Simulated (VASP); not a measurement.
Crystal: Bi.

```
Bi
1.0
     2.26750    1.30914    3.93800
    -2.26750    1.30914    3.93800
     0.00000   -2.61828    3.93800
Bi
2
Cartesian
  0.0000 0.0000 2.7645
  0.0000 0.0000 9.0495
```

* Program: VASP 6.6.1
* Task: relaxation of cell and atoms
* Functional: PBE
* Dispersion: D3(BJ)
* Potentials or basis: VASP PAW PBE potentials, release 64 (Bi_d)
* Cutoff: 600 eV
* k mesh: 12 × 12 × 12
* Occupations: gaussian, width 0.1 eV
* Spin: no spin polarisation

At the start: pressure 0.1 GPa; volume 35.07 Å³/atom.

Problem. How do energy, volume and symmetry change on relaxing?

Solution. Over 8 steps the energy falls by 4.1 meV/atom and the volume is 34.56 Å³/atom (-1.5 %); space group R-3m (No. 166, to 0.05 Å).

Step by step:
```
step  energy change (eV)  largest force (eV/Å)  pressure (GPa)  volume (Å³)
   1              0.0000                0.2292            0.07        70.14
   2             -0.0038                0.1221           -0.27        70.29
   3             -0.0049                0.0258           -0.57        70.44
   4             -0.0071                0.0123           -0.17        69.65
   5             -0.0074                0.0056            0.03        69.27
   6             -0.0077                0.0049            0.02        69.24
   7             -0.0081                0.0025            0.01        69.15
   8             -0.0081                0.0017            0.01        69.11
```

Final structure:
```cif
data_structure
_symmetry_space_group_name_H-M 'P 1'
_symmetry_Int_Tables_number 1
_cell_length_a 4.6830
_cell_length_b 4.6830
_cell_length_c 4.6830
_cell_angle_alpha 57.894
_cell_angle_beta 57.894
_cell_angle_gamma 57.894
_cell_volume 69.11
loop_
_atom_site_label
_atom_site_type_symbol
_atom_site_fract_x
_atom_site_fract_y
_atom_site_fract_z
_atom_site_occupancy
Bi1 Bi 0.23719 0.23719 0.23719 1
Bi2 Bi 0.76281 0.76281 0.76281 1
```

Caveat: pairwise dispersion overbinds metals, which lowers pressure and volume.
